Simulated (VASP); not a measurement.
Data:

```xyz
2
Lattice="0.0000 2.7063 2.7063 2.7063 0.0000 2.7063 2.7063 2.7063 0.0000" Properties=species:S:1:pos:R:3 pbc="T T T"
Si     1.3532     1.3532     1.3532
Si     0.0000     0.0000     0.0000
```

All values below come from PBE GGA, VASP's PBE PAW potentials (set 64) (plane waves; VASP). Settings: 300 eV cut-off, 9×9×9 Γ-centred mesh, Gaussian smearing of 0.050 eV, potentials Si.

Q: Estimate the energy per atom (σ→0), pressure.

A: 
The energy per atom (σ→0) comes out as -522.5 kJ/mol of atoms and the pressure is 2.83 GPa.

The structure comes from a computed database's Si entry; how it stands against other phases isn't given here. The cell was not relaxed at this level.
